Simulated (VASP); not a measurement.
A convergence study with VASP on PbI2 (space group P-3m1): one setting is varied, all else stays as given below, so the limit is that of these other settings.

```
CELL_PARAMETERS angstrom
      2.29140    -3.96882     0.00000
      2.29140     3.96882     0.00000
      0.00000     0.00000     7.01490
ATOMIC_POSITIONS crystal
  Pb 0.00000 0.00000 0.00000
  I  0.33333 0.66667 0.26800
  I  0.66667 0.33333 0.73200
```

The numbers are results of PBE GGA, VASP's PBE PAW potentials (set 64) (plane waves; VASP), not measurements. The tightest run used: 300 eV cut-off, 8×8×5 Γ-centred mesh, Gaussian smearing of 0.010 eV, potentials Pb_d I.

Problem. The settings run are 2×2×2 mesh; 3×3×2 mesh; 4×4×2 mesh; 4×4×3 mesh; 5×5×3 mesh; 7×7×4 mesh; 8×8×5 mesh. From which on does the highest Γ mode stay within 1 cm⁻¹ of the tightest run?

Solution. From 4×4×2 mesh on: it is off by 0.6 there and by no more than 1 in any finer run, while 3×3×2 mesh is off by 2.4.
| setting | highest Γ mode (cm⁻¹) | irreducible k-points | difference judged (cm⁻¹) |
|---|---|---|---|
| 2×2×2 mesh | 97.3 | 4 | 13.5 |
| 3×3×2 mesh | 108.3 | 6 | 2.4 |
| 4×4×2 mesh | 110.1 | 8 | 0.6 |
| 4×4×3 mesh | 110.2 | 9 | 0.5 |
| 5×5×3 mesh | 110.6 | 12 | 0.1 |
| 7×7×4 mesh | 110.7 | 28 | 0.0 |
| 8×8×5 mesh | 110.7 | 40 | 0.0 |

Left out are rungs that failed or repeat a setting and relaxations that didn't move; long series are thinned to 24 rows.

The structure is a typed PbI2 crystal (space group no. 164). The cell was not relaxed at this level.
